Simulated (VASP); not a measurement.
Set up this calculation in VASP 6.6.1, as the native input.

```
Task                   : single point
Functional             : PBE
Potentials or basis    : VASP PAW PBE potentials, release 64 (Rb_sv, Mg)
Cutoff                 : 520 eV
k mesh                 : 6 × 6 × 3
Occupations            : fermi-dirac, width 0.05 eV
Spin                   : no spin polarisation
Further INCAR settings : ALGO = Normal; EDIFF = 1e-07; NBANDS = 29
```

The structure of Rb2Mg lies in POSCAR:

```
Rb2Mg
1.0
    7.6967060000     -2.3235540000      0.0000000000
    7.6967060000      2.3235540000      0.0000000000
   -4.1921990000      0.0000000000     10.3714440000
Rb Mg
4 2
Direct
    0.4824420000      0.4824420000      0.3090370000
    0.5175580000      0.5175580000      0.6909630000
    0.8295100000      0.8295100000      0.8630080000
    0.1704900000      0.1704900000      0.1369920000
    0.7981640000      0.7981640000      0.4569700000
    0.2018360000      0.2018360000      0.5430300000
```

The cell comes from a database or a generator and needn't be the stable form of this composition.

The input as run:

INCAR

```
SYSTEM = Rb2Mg
PREC     = Accurate       ! precision mode
ENCUT    = 520            ! plane-wave cutoff, eV
EDIFF    = 1E-7           ! SCF threshold, eV
ISMEAR   = -1             ! smearing method
SIGMA    = 0.05           ! smearing width, eV
LREAL    = .FALSE.        ! projectors in reciprocal space
LASPH    = .TRUE.         ! aspherical terms in the spheres
NELM     = 80             ! most SCF steps
ALGO     = Normal         ! electronic algorithm
ISIF     = 2              ! what is computed and relaxed
LWAVE    = .FALSE.        ! write WAVECAR
LCHARG   = .FALSE.        ! write CHGCAR
GGA      = PE             ! functional
NBANDS   = 29             ! bands
```

KPOINTS

```
Automatic mesh
0
G
  6 6 3
  0 0 0
```

Potentials or basis: VASP PAW PBE potentials, release 64 (Rb_sv, Mg).

The run is started by

```console
$ cat potpaw_PBE.64/Rb_sv/POTCAR potpaw_PBE.64/Mg/POTCAR > POTCAR
$ mpirun -np 1 vasp_std > vasp.out
```

Results of the run:

```json
{"Pressure": "0.0 GPa", "Largest force": "0.037 eV/Å", "Band gap on the k mesh": "none (metal or under the smearing width)"}
```

Run time: 9.9 min on 1 thread of Intel(R) Xeon(R) Platinum 8375C CPU @ 2.90GHz (Ice Lake) (shared host), peak memory 0.83 GiB.
